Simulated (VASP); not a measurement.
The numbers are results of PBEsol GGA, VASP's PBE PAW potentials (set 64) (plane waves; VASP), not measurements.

VASP input:

**INCAR**
```
ISIF = 2   # forces and stress, cell fixed
LASPH = .TRUE.   # aspherical one-centre terms
LWAVE = .FALSE.
SYSTEM = Zr
ISMEAR = -5
LCHARG = .TRUE.
LMAXMIX = 4   # l cut-off of mixed one-centre charges
GGA = PS   # PBEsol
LREAL = .FALSE.
ALGO = Normal
PREC = Accurate
LORBIT = 11   # lm-projected
EDIFF = 1E-7   # SCF stop (eV)
ENCUT = 400   # plane-wave cut-off (eV)
NELM = 100   # most electronic steps
NEDOS = 601
```

### POSCAR
```
Zr
3.1796160
  0.9999998616   0.0000000000   0.0000000000
 -0.4999999308   0.8660252525   0.0000000000
  0.0000000000   0.0000000000   1.6119591228
Zr
2
Direct
  0.3333330000   0.6666670000   0.2500000000
  0.6666670000   0.3333330000   0.7500000000
```

File KPOINTS:
```
Automatic mesh
0
Gamma
15 15 8
0 0 0
```

POTCAR, in this order: Zr_sv (PBE.64 set). Program: vasp_std.

Problem. What will the output report for the number of irreducible k-points (NKPTS), number of bands (NBANDS), largest plane-wave count, number of space-group operations, FFT grid (NGX, NGY, NGZ)?

Solution. 
- number of irreducible k-points (NKPTS): 135
- number of bands (NBANDS): 16
- largest plane-wave count: 827
- number of space-group operations: 24
- FFT grid (NGX, NGY, NGZ): 24 × 24 × 36

The structure comes from a measured Zr entry (P6_3/mmc) of the Crystallography Open Database, whose conditions weren't checked. It was relaxed first.
